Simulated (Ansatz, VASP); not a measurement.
Rb2As: VASP beside Ansatz

File INCAR:

```
SYSTEM = Rb2As
PREC = Accurate
ENCUT = 600
EDIFF = 1E-6
ISMEAR = 0
SIGMA = 0.1
LREAL = .False.
LASPH = .True.
NELM = 100
ALGO = Normal
ISIF = 3
LWAVE = .False.
LCHARG = .False.
GGA = PE
IVDW = 12
IBRION = 2
NSW = 100
EDIFFG = -0.01
```

The input KPOINTS:

```
regular mesh
0
Gamma
  12 12 6
  0 0 0
```

File POSCAR:

```
Rb2As
1.0
    4.1200286875      0.0000000000      0.0000000000
    0.0000000000      4.1200286875      0.0000000000
    0.0000000000      0.0000000000      7.7564027623
Rb As
2 1
Direct
    0.5000000000      0.5000000000      0.7605528980
    0.5000000000      0.5000000000      0.2394471020
    0.0000000000      0.0000000000      0.0000000000
```

Input for Ansatz:

```yaml
crystal:
  lattice:
    - [4.1200286875, 0.0, 0.0]
    - [0.0, 4.1200286875, 0.0]
    - [0.0, 0.0, 7.7564027623]
  atoms:
    - { symbol: Rb, position: [0.5, 0.5, 0.760552898] }
    - { symbol: Rb, position: [0.5, 0.5, 0.239447102] }
    - { symbol: As, position: [0.0, 0.0, 0.0] }
basis:
  ecutwfc: 420
kpoints:
  mp_grid: { grid: [12, 12, 6] }
hamiltonian:
  xc: pbe
  dispersion: d3bj
scf:
  occupations: { method: gaussian, width: 0.1 }
output:
  forces: true
  stress: true
  eigenvalues: true
relax:
  adjacent_minimum: "off"
  f_tol: 0.01
  max_steps: 80
  cell: { stress_tol: 0.05 }
```

Alike in both runs: task relaxation of cell and atoms; functional PBE; dispersion D3(BJ); k mesh 12 × 12 × 6; occupations gaussian, width 0.1 eV; no spin polarisation.

```csv
,VASP,Ansatz
version,VASP 6.6.1,Ansatz 0.2.0
potentials or method,"VASP PAW PBE potentials, release 64 (Rb_sv, As)","scalar-relativistic, plane waves, PAW"
plane-wave cutoff (eV),600,420
valence electrons in the cell,23,33
```

Ansatz gave:

| Quantity | Value |
| --- | --- |
| gap on the k mesh at the Fermi level, each at its own relaxed structure (eV) | none |
| relaxed volume (Å³/atom) | 45.93 |
| relaxed cell length with the largest relative difference (Å) | 8.119 |
| energy change over the relaxation (meV/atom) | -2 |

Q: Estimate VASP's values.

A: gap on the k mesh at the Fermi level, each at its own relaxed structure (eV): none; relaxed volume (Å³/atom): 46.08; relaxed cell length with the largest relative difference (Å): 8.153; energy change over the relaxation (meV/atom): -2.

A gap of «none» marks a metal or a gap that the smearing closes. The two sets of potentials don't hold the same shells in valence.

Caveats: pairwise dispersion overbinds metals, which lowers pressure and volume.
